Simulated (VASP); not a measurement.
Hf2Pd2Se2Br2O3, 11 atoms in the cell. Symmetry: P6/mmm, No. 191, hexagonal system. The conventional cell has a = 5.735 Å, b = 5.735 Å, c = 9.419 Å, α = 90.00°, β = 90.00°, γ = 120.00°. Hf (site symmetry -6m2) is surrounded by 3 O at 1.66 Å. Pd (site symmetry 6mm) is surrounded by 2 Br at 2.33 to 2.38 Å. Around Se (site symmetry -6m2) lie 3 Se at 3.31 Å and 3 Br at 3.31 Å. Br (site symmetry 6/mmm) has 2 Pd at 2.33 Å as nearest neighbours. Br (site symmetry 6/mmm) is surrounded by 2 Pd at 2.38 Å. Around O (site symmetry mmm) lie 2 Hf at 1.66 Å. The cell was built by a generator and needn't be a form met in nature.

- Program: VASP 6.6.1
- Task: relaxation of cell and atoms
- Functional: PBE
- Potentials or basis: VASP PAW PBE potentials, release 64 (Hf_pv, Pd, Se, Br, O)
- Cutoff: 520 eV
- k mesh: 3 × 3 × 2
- Occupations: gaussian, width 0.15 eV
- Spin: no spin polarisation
- Further INCAR settings: PREC = Normal; LREAL = Auto; ALGO = Fast; EDIFF = 0.0001; IBRION = 2; EDIFFG = -0.08; NSW = 24; ISIF = 3

Potentials or basis: VASP PAW PBE potentials, release 64 (Hf_pv, Pd, Se, Br, O).

Launch:

```sh
$ cat potpaw_PBE.64/Hf_pv/POTCAR potpaw_PBE.64/Pd/POTCAR potpaw_PBE.64/Se/POTCAR potpaw_PBE.64/Br/POTCAR potpaw_PBE.64/O/POTCAR > POTCAR
$ mpirun -np 2 vasp_std > vasp.out
```

Hardware: 2 MPI ranks on AMD EPYC 7R43 64-Core Processor (Zen 3), with other jobs on the host.

**Question.** How long does it take, and how much memory?

**Answer.** Run time: 3.4 min on 2 MPI ranks on AMD EPYC 7R43 64-Core Processor (Zen 3), with other jobs on the host, peak memory 0.25 GiB a rank. Counts: scf iterations 113, k points 6, ion steps 10.
